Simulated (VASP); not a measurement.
Method: PBE GGA, VASP's PBE PAW potentials (set 64) (plane waves; VASP 6.6.1).

Input for VASP

**INCAR**
```
SYSTEM = Ga4P3Sb
PREC = Accurate
ENCUT = 400
EDIFF = 1E-6
NELM = 100
ALGO = Normal
LREAL = .FALSE.
LASPH = .TRUE.
ISMEAR = 0
SIGMA = 0.05
GGA = PE
LMAXMIX = 4
LWAVE = .FALSE.
LCHARG = .TRUE.
```

**POSCAR**
```
Ga4P3Sb
5.6816450
  1.0000000186   0.0000000000   0.0000000000
  0.0000000000   1.0000000186   0.0000000000
  0.0000000000   0.0000000000   1.0000000186
Ga Sb P
4 1 3
Direct
  0.9875654529   0.9875654529   0.9875654529
  0.5124345471   0.5124345471   0.9875654529
  0.5124345471   0.9875654529   0.5124345471
  0.9875654529   0.5124345471   0.5124345471
  0.2500000000   0.2500000000   0.2500000000
  0.7500000000   0.7500000000   0.2500000000
  0.7500000000   0.2500000000   0.7500000000
  0.2500000000   0.7500000000   0.7500000000
```

File KPOINTS:
```
Automatic mesh
0
Gamma
4 4 4
0 0 0
```

POTCAR, in this order: Ga_d Sb P (PBE.64 set). Program: vasp_std.

Output

OSZICAR:
```
       N       E                     dE             d eps       ncg     rms          rms(c)
DAV:   1     0.555196105628E+03    0.55520E+03   -0.28821E+04   884   0.204E+03
DAV:   2     0.531933457665E+02   -0.50200E+03   -0.49085E+03   940   0.513E+02
DAV:   3    -0.298494997870E+02   -0.83043E+02   -0.80701E+02   984   0.158E+02
DAV:   4    -0.349188135600E+02   -0.50693E+01   -0.50321E+01  1084   0.390E+01
DAV:   5    -0.350577829888E+02   -0.13897E+00   -0.13867E+00  1200   0.645E+00    0.771E+00
DAV:   6    -0.342954320976E+02    0.76235E+00   -0.18100E+00  1242   0.123E+01    0.479E+00
DAV:   7    -0.342332915623E+02    0.62141E-01   -0.67304E-01   986   0.313E+00    0.189E+00
DAV:   8    -0.342330650588E+02    0.22650E-03   -0.10726E-01  1135   0.302E+00    0.342E-01
DAV:   9    -0.342339888663E+02   -0.92381E-03   -0.14938E-02  1041   0.139E+00    0.109E-01
DAV:  10    -0.342343984632E+02   -0.40960E-03   -0.21401E-03  1129   0.300E-01    0.550E-02
DAV:  11    -0.342347759438E+02   -0.37748E-03   -0.57864E-04  1124   0.931E-02    0.180E-02
DAV:  12    -0.342347896143E+02   -0.13671E-04   -0.54565E-05  1066   0.537E-02    0.144E-02
DAV:  13    -0.342347978134E+02   -0.81991E-05   -0.27895E-05   866   0.237E-02    0.431E-03
DAV:  14    -0.342347978464E+02   -0.33020E-07   -0.44011E-06   916   0.206E-02
   1 F= -.34234798E+02 E0= -.34234798E+02  d E =-.122528E-07
```

OUTCAR:
```
------------------------ aborting loop because EDIFF is reached ----------------------------------------
  FORCE on cell =-STRESS in cart. coord.  units (eV):
  Direction    XX          YY          ZZ          XY          YZ          ZX
  --------------------------------------------------------------------------------------
  Total       -0.0876297     -0.0876297     -0.0876297      0.0000000      0.0000000      0.0000000
  in kB       -0.7654902     -0.7654902     -0.7654902      0.0000000      0.0000000      0.0000000
  external PRESSURE =      -0.7654902 kB  Pullay stress =       0.0000000 kB
  volume of cell :      183.41
      direct lattice vectors                 reciprocal lattice vectors
     5.681645106  0.000000000  0.000000000     0.176005361  0.000000000  0.000000000
     0.000000000  5.681645106  0.000000000     0.000000000  0.176005361  0.000000000
     0.000000000  0.000000000  5.681645106     0.000000000  0.000000000  0.176005361
 POSITION                                       TOTAL-FORCE (eV/Angst)
 -----------------------------------------------------------------------------------
      5.61100      5.61100      5.61100         0.006386      0.006386      0.006386
      2.91147      2.91147      5.61100        -0.006386     -0.006386      0.006386
      2.91147      5.61100      2.91147        -0.006386      0.006386     -0.006386
      5.61100      2.91147      2.91147         0.006386     -0.006386     -0.006386
      1.42041      1.42041      1.42041         0.000000      0.000000      0.000000
      4.26123      4.26123      1.42041         0.000000      0.000000      0.000000
      4.26123      1.42041      4.26123         0.000000      0.000000      0.000000
      1.42041      4.26123      4.26123         0.000000     -0.000000      0.000000
 -----------------------------------------------------------------------------------
    total drift:                               -0.000000     -0.000000     -0.000000
  FREE ENERGIE OF THE ION-ELECTRON SYSTEM (eV)
  ---------------------------------------------------
  free  energy   TOTEN  =       -34.2347978464 eV

  energy  without entropy=      -34.2347978341  energy(sigma->0) =      -34.23479784
```
(Selected blocks of OUTCAR.)

The structure was generated: Ga4P3Sb was put into an ordered model structure (P-43m), which need not be its known phase. It was relaxed first.
